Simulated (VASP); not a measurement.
Given:

```xyz
3
Lattice="0.0000 2.9798 2.9798 2.9798 0.0000 2.9798 2.9798 2.9798 0.0000" Properties=species:S:1:pos:R:3 pbc="T T T"
Al     1.4899     1.4899     1.4899
Al     4.4697     4.4697     4.4697
Au     0.0000     0.0000     0.0000
```

Method: revPBE GGA, VASP's PBE PAW potentials (set 64) (plane waves; VASP 6.6.1). Settings: 520 eV cut-off, 9×9×9 Γ-centred mesh, first-order Methfessel-Paxton smearing of 0.10 eV, potentials Al Au.

Unless said otherwise, spin-orbit coupling is left out, though it shifts the bands of the heavy elements here.

Estimate the energy per atom (σ→0), pressure, band gap (on the k-mesh) with the smallest direct gap where there is one.

```
Item                                                        Result
------------------------  ----------------------------------------
band gap (on the k-mesh)  none (metal, semimetal or under 0.01 eV)
energy per atom (σ→0)                               -3.679 eV/atom
pressure                                                  7.23 GPa
```

Only differences to runs with the same potentials and settings are physical.

The compound is AuAl2 in the fluorite structure. This cell is one point of a volume scan, at 0.94 of the reference volume. The electron count is odd and the run is not spin-polarised, which forces a metal.
